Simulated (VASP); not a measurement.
All values below come from r2SCAN meta-GGA, VASP's PBE PAW potentials (set 64) (plane waves; VASP).

The input files of a VASP run:

### POSCAR
```
Na2S
1.0
  0.0000000000   3.2563452418   3.2563452418
  3.2563452418   0.0000000000   3.2563452418
  3.2563452418   3.2563452418   0.0000000000
Na S
2 1
Cart
  1.6281726209   1.6281726209   1.6281726209
  4.8845178627   4.8845178627   4.8845178627
  0.0000000000   0.0000000000   0.0000000000
```

**INCAR**
```
SYSTEM = Na2S
PREC = Accurate; ENCUT = 400; LREAL = .False.
LASPH = .True.
EDIFF = 1E-6; NELM = 100; ALGO = Normal
LMIXTAU = .True.
ISMEAR = 0; SIGMA = 0.05
METAGGA = R2SCAN
IBRION = 2; NSW = 60; ISIF = 3
EDIFFG = -0.02
LWAVE = .False.; LCHARG = .False.
```

### KPOINTS
```
Automatic mesh
0
Gamma
5 5 5
0 0 0
```

POTCAR, in this order: Na_pv S (PBE.64 set). Program: vasp_std.

Q: What will the output report for the number of irreducible k-points (NKPTS), number of bands (NBANDS), largest plane-wave count, number of space-group operations, FFT grid (NGX, NGY, NGZ)?

A: 
- number of irreducible k-points (NKPTS): 10
- number of bands (NBANDS): 14
- largest plane-wave count: 1279
- number of space-group operations: 48
- FFT grid (NGX, NGY, NGZ): 30 × 30 × 30

The compound is Na2S in the antifluorite structure. This run relaxes it. Symmetry was kept, so distortions that lower it aren't found. The start is the result of an earlier pass.
